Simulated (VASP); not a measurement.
# Al15CuN16 (a cell with a defect) in VASP: notebook, part 2 of 2

VASP 6.6.1. Earlier steps stand in the parts before.

**3. Single point, PBEsol+U, collinear spin, zero start**

INCAR reads:

```
PREC = Accurate ; ENCUT = 450
EDIFF = 1E-5 ; ISMEAR = 0
SIGMA = 0.03 ; LREAL = Auto
LASPH = T ; NELM = 120
ALGO = Normal ; ISIF = 2
LWAVE = F ; LCHARG = F
ISPIN = 2 ; MAGMOM = 0 0 0 0 0 0 0 0 0 0 0 0 0 0 0 0 0 0 0 0 0 0 0 0 0 0 0 0 0 0 0 0
LORBIT = 11 ; NUPDOWN = 0
LMAXMIX = 4 ; LDAU = T
LDAUTYPE = 2 ; LDAUL = 2 -1 -1
LDAUU = 5 0 0 ; LDAUJ = 0 0 0
LDAUPRINT = 1 ; GGA = PS
KPAR = 4
```

KPOINTS reads:

```
Automatic mesh
0
Gamma
  3 3 2
```

POSCAR reads:

```
Al15CuN16
1.0
    6.2200008610      0.0000000000      0.0000000000
   -3.1100004305      5.3866787572      0.0000000000
    0.0000000000      0.0000000000      9.9600000000
Cu Al N
1 15 16
Direct
    0.3333333333      0.1666666667      0.0000000000
    0.3333333333      0.1666666667      0.5000000000
    0.3333333333      0.6666666667      0.0000000000
    0.3333333333      0.6666666667      0.5000000000
    0.8333333333      0.1666666667      0.0000000000
    0.8333333333      0.1666666667      0.5000000000
    0.8333333333      0.6666666667      0.0000000000
    0.8333333333      0.6666666667      0.5000000000
    0.1666666667      0.3333333333      0.2500000000
    0.1666666667      0.3333333333      0.7500000000
    0.1666666667      0.8333333333      0.2500000000
    0.1666666667      0.8333333333      0.7500000000
    0.6666666667      0.3333333333      0.2500000000
    0.6666666667      0.3333333333      0.7500000000
    0.6666666667      0.8333333333      0.2500000000
    0.6666666667      0.8333333333      0.7500000000
    0.3333333333      0.1666666667      0.1910000000
    0.3333333333      0.1666666667      0.6910000000
    0.3333333333      0.6666666667      0.1910000000
    0.3333333333      0.6666666667      0.6910000000
    0.8333333333      0.1666666667      0.1910000000
    0.8333333333      0.1666666667      0.6910000000
    0.8333333333      0.6666666667      0.1910000000
    0.8333333333      0.6666666667      0.6910000000
    0.1666666667      0.3333333333      0.4410000000
    0.1666666667      0.3333333333      0.9410000000
    0.1666666667      0.8333333333      0.4410000000
    0.1666666667      0.8333333333      0.9410000000
    0.6666666667      0.3333333333      0.4410000000
    0.6666666667      0.3333333333      0.9410000000
    0.6666666667      0.8333333333      0.4410000000
    0.6666666667      0.8333333333      0.9410000000
```

Potentials or basis: VASP PAW PBE potentials, release 64 (Cu, Al, N).

On the command line:

```sh
$ cat potpaw_PBE.64/Cu/POTCAR potpaw_PBE.64/Al/POTCAR potpaw_PBE.64/N/POTCAR > POTCAR
$ mpirun -np 8 vasp_std > vasp.out
```

OUTCAR:

```text
PREC = Accurate
   ENCUT = 450
   EDIFF = 1E-5
   ISMEAR = 0
   LREAL = Auto
   LASPH = T
   NELM = 120
   ISIF = 2
   ISPIN = 2
   LORBIT = 11
   NUPDOWN = 0
   GGA = PS

 ion  position               nearest neighbor table
   1  0.333  0.167  0.000-  26 1.89  30 1.89  28 1.89  17 1.90   9 3.07  10 3.07  13 3.07  14 3.07
                            11 3.07  12 3.07
   2  0.333  0.167  0.500-  25 1.89  29 1.89  27 1.89  18 1.90   9 3.07  10 3.07  13 3.07  14 3.07
                            11 3.07  12 3.07   6 3.11   6 3.11   8 3.11   4 3.11   4 3.11   8 3.11
   3  0.333  0.667  0.000-  28 1.89  32 1.89  26 1.89  19 1.90  11 3.07  12 3.07  15 3.07  16 3.07
                             9 3.07  10 3.07   7 3.11   7 3.11   5 3.11   5 3.11
   4  0.333  0.667  0.500-  27 1.89  31 1.89  25 1.89  20 1.90  11 3.07  12 3.07  15 3.07  16 3.07
[... 1385 lines left out ...]
      1.55500      4.48890      4.39236         0.000000      0.000000      0.040189
      1.55500      4.48890      9.37236         0.000000      0.000000     -0.122668
 -----------------------------------------------------------------------------------
    total drift:                               -0.000004      0.000004      0.023962

  FREE ENERGIE OF THE ION-ELECTRON SYSTEM (eV)
  ---------------------------------------------------
  free  energy   TOTEN  =      -242.5816070691 eV

  energy  without entropy=     -242.5677230851  energy(sigma->0) =     -242.57466508

 total charge

# of ion       s       p       d       tot
------------------------------------------
    1        0.475   0.578   9.248  10.301
    2        0.369   0.444   0.000   0.813
    3        0.372   0.442   0.000   0.814
    4        0.369   0.443   0.000   0.813
    5        0.372   0.442   0.000   0.814
    6        0.369   0.443   0.000   0.813
[... 24 lines left out ...]
   31        1.223   2.614   0.000   3.837
   32        1.223   2.613   0.000   3.836
--------------------------------------------------
tot         25.667  48.694   9.248  83.609

 magnetization (x)

# of ion       s       p       d       tot
------------------------------------------
    1       -0.000   0.000   0.000   0.000
    2       -0.000  -0.000   0.000  -0.000
    3        0.000   0.000   0.000   0.000
    4        0.000  -0.000   0.000  -0.000
    5        0.000   0.000   0.000   0.000
    6        0.000  -0.000   0.000  -0.000
[... 24 lines left out ...]
   31       -0.000  -0.000   0.000  -0.000
   32       -0.000  -0.000   0.000  -0.000
--------------------------------------------------
tot         -0.000  -0.000   0.000   0.000
```

OSZICAR:

```text
N       E                     dE             d eps       ncg     rms          rms(c)
DAV:   1     0.909674384720E+03    0.90967E+03   -0.54962E+04  2064   0.134E+03
DAV:   2    -0.133051763442E+03   -0.10427E+04   -0.96369E+03  2408   0.329E+02
DAV:   3    -0.274097758515E+03   -0.14105E+03   -0.13890E+03  2494   0.132E+02
DAV:   4    -0.280760463616E+03   -0.66627E+01   -0.66269E+01  3168   0.332E+01
[... 13 lines left out ...]
DAV:  18    -0.242581586003E+03    0.14079E-02   -0.15936E-03  3200   0.622E-01    0.146E-01
DAV:  19    -0.242581596359E+03   -0.10356E-04   -0.61604E-04  3162   0.188E-01    0.641E-02
DAV:  20    -0.242581668985E+03   -0.72627E-04   -0.13745E-04  3176   0.985E-02    0.111E-01
DAV:  21    -0.242581608118E+03    0.60867E-04   -0.63445E-05  2410   0.131E-01    0.305E-02
DAV:  22    -0.242581607069E+03    0.10488E-05   -0.23997E-05  1664   0.292E-02
   1 F= -.24258161E+03 E0= -.24257467E+03  d E =-.138840E-01  mag=    -0.0000
```

stdout:

```text
POSCAR found type information on POSCAR CuAlN
 POSCAR found :  3 types and      32 ions
 scaLAPACK will be used
 -----------------------------------------------------------------------------
|                                                                             |
|           W    W    AA    RRRRR   N    N  II  N    N   GGGG   !!!           |
[... 21 lines left out ...]
|                                                                             |
 -----------------------------------------------------------------------------

 LDA part: xc-table for (Slater+PW92), standard interpolation
 POSCAR, INCAR and KPOINTS ok, starting setup
 FFT: planning ... GRIDC
 FFT: planning ... GRID_SOFT
 FFT: planning ... GRID
 WAVECAR not read
 entering main loop
```

It took 1.8 min on 8 MPI ranks of AMD EPYC 9R45 (Zen 5), shared host; peak memory 0.41 GiB.

Results:

- Free energy: -242.5816 eV
- Largest force: 1.336 eV/Å
- Net moment: 0.00 μB per cell
- Valence electrons inside the program's atomic spheres: Cu 10.30; Al 0.81; N 3.78, 3.84, 3.77

Forces in eV/Å, atoms in the order of the input:
```
Cu   0.000  0.000  0.129
Al   0.000  0.000 -0.049
Al   0.354  0.204  0.391
Al   0.021  0.012 -0.051
Al   0.000 -0.408  0.391
Al   0.000 -0.024 -0.051
Al  -0.354  0.204  0.391
Al  -0.021  0.012 -0.051
Al   0.045 -0.026 -0.206
Al   0.140 -0.081 -0.055
Al   0.000  0.052 -0.206
Al   0.000  0.162 -0.055
Al  -0.045 -0.026 -0.206
Al  -0.140 -0.081 -0.055
Al   0.000  0.000 -0.054
Al   0.000  0.000  0.045
N    0.000  0.000  1.336
N    0.000  0.000 -0.148
N   -0.020 -0.012  0.005
N    0.025  0.015 -0.019
N    0.000  0.023  0.005
N    0.000 -0.029 -0.019
N    0.020 -0.012  0.005
N   -0.025  0.015 -0.019
N   -0.026  0.015  0.066
N   -0.919  0.530 -0.523
N    0.000 -0.031  0.066
N    0.000 -1.061 -0.523
N    0.026  0.015  0.066
N    0.919  0.530 -0.523
N    0.000  0.000  0.040
N    0.000  0.000 -0.123
```

Eigenvalues of the final occupation matrices:
```tsv
site	spin	trace	eigenvalues
site 1 d	1	4.64	0.88 0.88 0.93 0.97 0.97
site 1 d	2	4.64	0.88 0.88 0.93 0.97 0.97
```

Caveat: the k mesh is coarse (spacing up to 0.39 Å⁻¹), so the values aren't converged; the cutoff is under 1.25 times the usual one of these potentials, so pressure, stress and relaxed cells hold a basis-set (Pulay) error; the PAW data sets were made with another functional, which shifts forces and pressure a little; the total moment is fixed, so each spin has its own Fermi level.

**4. Relaxation of the atoms, PBEsol+U, collinear spin, ferromagnetic start**

INCAR reads:

```
SYSTEM = Al15CuN16
ALGO = Normal ; EDIFF = 1E-5
EDIFFG = -0.03 ; ENCUT = 450
GGA = PS ; IBRION = 2
ISIF = 2 ; ISMEAR = 0
ISPIN = 2 ; KPAR = 4
LASPH = .TRUE. ; LCHARG = .FALSE.
LDAU = .TRUE. ; LDAUJ = 0 0 0
LDAUL = 2 -1 -1 ; LDAUPRINT = 1
LDAUTYPE = 2 ; LDAUU = 5 0 0
LMAXMIX = 4 ; LORBIT = 11
LREAL = Auto ; LWAVE = .FALSE.
MAGMOM = 2 0 0 0 0 0 0 0 0 0 0 0 0 0 0 0 0 0 0 0 0 0 0 0 0 0 0 0 0 0 0 0 ; NELM = 120
NSW = 40 ; PREC = Accurate
SIGMA = 0.03
```

KPOINTS reads:

```
k-points
0
G
  3 3 2
  0 0 0
```

POSCAR is that of step 3.

On the command line:

```sh
$ cat potpaw_PBE.64/Cu/POTCAR potpaw_PBE.64/Al/POTCAR potpaw_PBE.64/N/POTCAR > POTCAR
$ mpirun -np 8 vasp_std > vasp.out
```

It took 4.8 min on 8 MPI ranks of AMD EPYC 9R45 (Zen 5), shared host; peak memory 0.44 GiB.

The run converged. Its results:

```
Free energy                                           : -243.0342 eV
Energy gained by relaxing                             : 5.0 meV/atom
Ionic steps                                           : 8
Largest force after relaxing                          : 0.025 eV/Å
Band gap on the k mesh                                : none (metal or under the smearing width)
Net moment                                            : 2.00 μB per cell
Site moments                                          : Cu +0.68; Al +0.00, -0.00; N +0.21, +0.01, -0.00, +0.00 μB
Valence electrons inside the program's atomic spheres : Cu 10.13; Al 0.81, 0.82; N 3.78, 3.83, 3.85, 3.84
```

Forces in eV/Å, atoms in the order of the input:
```
Cu   0.000  0.000 -0.007
Al   0.000  0.000  0.000
Al   0.003  0.002  0.008
Al  -0.009 -0.005 -0.010
Al   0.000 -0.004  0.008
Al   0.000  0.011 -0.010
Al  -0.003  0.002  0.008
Al   0.009 -0.005 -0.010
Al   0.011 -0.006  0.002
Al  -0.002  0.001 -0.003
Al   0.000  0.013  0.002
Al   0.000 -0.003 -0.003
Al  -0.011 -0.006  0.002
Al   0.002  0.001 -0.003
Al   0.000  0.000  0.012
Al   0.000  0.000 -0.017
N    0.000  0.000 -0.025
N    0.000  0.000 -0.008
N   -0.001 -0.001  0.012
N   -0.006 -0.003  0.001
N    0.000  0.002  0.012
N    0.000  0.007  0.001
N    0.001 -0.001  0.012
N    0.006 -0.003  0.001
N    0.018 -0.010  0.000
N    0.002 -0.001  0.001
N    0.000  0.021  0.000
N    0.000  0.002  0.001
N   -0.018 -0.010  0.000
N   -0.002 -0.001  0.001
N    0.000  0.000  0.005
N    0.000  0.000  0.009
```

The path:
```csv
step,energy change (eV),largest force (eV/Å),pressure (GPa)
1,0.0000,1.2703,0.44
2,-0.1449,0.2706,0.66
3,-0.1450,0.2596,0.58
4,-0.1556,0.1541,0.59
5,-0.1578,0.1021,0.59
6,-0.1599,0.0459,0.63
7,-0.1599,0.0479,0.60
8,-0.1604,0.0255,0.62
```

Final structure:
```cif
data_structure
_symmetry_space_group_name_H-M 'P 1'
_symmetry_Int_Tables_number 1
_cell_length_a 6.2200
_cell_length_b 6.2200
_cell_length_c 9.9600
_cell_angle_alpha 90.000
_cell_angle_beta 90.000
_cell_angle_gamma 120.000
_cell_volume 333.71
loop_
_atom_site_label
_atom_site_type_symbol
_atom_site_fract_x
_atom_site_fract_y
_atom_site_fract_z
_atom_site_occupancy
Cu1 Cu 0.33333 0.16667 0.00040 1
Al1 Al 0.33333 0.16667 0.49957 1
Al2 Al 0.33601 0.66801 0.00154 1
Al3 Al 0.33367 0.66683 0.49969 1
Al4 Al 0.83199 0.16399 0.00154 1
Al5 Al 0.83317 0.16633 0.49969 1
Al6 Al 0.83199 0.66801 0.00154 1
Al7 Al 0.83317 0.66683 0.49969 1
Al8 Al 0.16570 0.33430 0.24928 1
Al9 Al 0.16657 0.33343 0.74978 1
Al10 Al 0.16570 0.83139 0.24928 1
Al11 Al 0.16657 0.83314 0.74978 1
Al12 Al 0.66861 0.33430 0.24928 1
Al13 Al 0.66686 0.33343 0.74978 1
Al14 Al 0.66667 0.83333 0.25076 1
Al15 Al 0.66667 0.83333 0.74988 1
N1 N 0.33333 0.16667 0.19557 1
N2 N 0.33333 0.16667 0.69075 1
N3 N 0.33409 0.66704 0.19159 1
N4 N 0.33387 0.66694 0.69011 1
N5 N 0.83296 0.16591 0.19159 1
N6 N 0.83306 0.16613 0.69011 1
N7 N 0.83296 0.66704 0.19159 1
N8 N 0.83306 0.66694 0.69011 1
N9 N 0.16658 0.33342 0.44051 1
N10 N 0.16027 0.33973 0.93995 1
N11 N 0.16658 0.83316 0.44051 1
N12 N 0.16027 0.82055 0.93995 1
N13 N 0.66684 0.33342 0.44051 1
N14 N 0.67945 0.33973 0.93995 1
N15 N 0.66667 0.83333 0.44096 1
N16 N 0.66667 0.83333 0.94074 1
```

Levels at points of the mesh, in eV from the Fermi level:
Spin up:
```tsv
k point	band 66	band 67	band 68	band 69	band 70	band 71	band 72	band 73
(0.00, 0.00, 0.00)	-0.88	-0.36	-0.09	-0.09	3.65	4.68	4.71	4.71
(0.00, 0.00, 0.50)	-0.87	-0.87	-0.10	-0.10	4.43	4.43	4.44	4.53
```
Spin down:
| k point | band 64 | band 65 | band 66 | band 67 | band 68 | band 69 | band 70 | band 71 |
| --- | --- | --- | --- | --- | --- | --- | --- | --- |
| (0.00, 0.00, 0.00) | -0.89 | -0.85 | -0.85 | 0.44 | 0.57 | 0.57 | 3.70 | 4.72 |
| (0.00, 0.00, 0.50) | -1.05 | -0.83 | -0.83 | 0.22 | 0.56 | 0.56 | 4.44 | 4.44 |

Eigenvalues of the final occupation matrices:
```tsv
site	spin	trace	eigenvalues
site 1 d	1	4.90	0.97 0.97 0.98 0.98 0.99
site 1 d	2	4.30	0.62 0.87 0.87 0.97 0.97
```

Caveat: the k mesh is coarse (spacing up to 0.39 Å⁻¹), so the values aren't converged; the cutoff is under 1.25 times the usual one of these potentials, so pressure, stress and relaxed cells hold a basis-set (Pulay) error; the PAW data sets were made with another functional, which shifts forces and pressure a little. The state reached can hang on the start; a lower one may exist.

**5. Overview**

```csv
task,spin,fixed moment (μB),cell,moment (μB),largest force (eV/Å)
single point,"collinear, ferromagnetic start",2,as given,2.00,1.27
single point,"collinear, zero start",0,as given,0.00,1.34
relaxation of the atoms,"collinear, ferromagnetic start",-,atoms relaxed,2.00,0.03
```

Alike in all rows: level PBEsol+U; potentials or basis VASP PAW PBE potentials, release 64 (Cu, Al, N); Cu d U = 5 eV; k mesh 3 × 3 × 2; cutoff (eV) 450; smearing gaussian 0.03 eV; the mesh is coarse, so values aren't converged.

Caveats: all runs use coarse meshes; the cutoff is under 1.25 times the usual one of these potentials, so pressure, stress and relaxed cells hold a basis-set (Pulay) error; the PAW data sets were made with another functional, which shifts forces and pressure a little; the total moment is fixed, so each spin has its own Fermi level (some runs).

Absolute energies hang on the potentials; compare differences alone.
